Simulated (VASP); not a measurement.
```
AlCo
1.0
    2.86000     0.00000     0.00000
    0.00000     2.86000     0.00000
    0.00000     0.00000     2.86000
Al Co
1 1
Direct
  0.50000   0.50000   0.50000
  0.00000   0.00000   0.00000
```

Method: PBE GGA, VASP's PBE PAW potentials (set 64) (plane waves; VASP). Run with 400 eV cut-off, 11×11×11 Γ-centred mesh, Fermi-Dirac smearing of 0.50 eV, potentials Al Co.

Predict the energy per atom (σ→0), pressure, band gap (on the k-mesh) with the smallest direct gap where there is one.

| Property | Value |
|---|---|
| band gap (on the k-mesh) | none (metal, semimetal or under 0.01 eV) |
| energy per atom (σ→0) | -5.964 eV/atom |
| pressure | 4.72 GPa |

Only differences to runs with the same potentials and settings are physical.

The compound is CoAl in the CsCl type structure. The cell was not relaxed at this level. The run is one of a series of settings (ISMEAR = -1, SIGMA = 0.5 against the base run), some of them coarse on purpose. The run is not spin-polarised, so no magnetic state was tried.
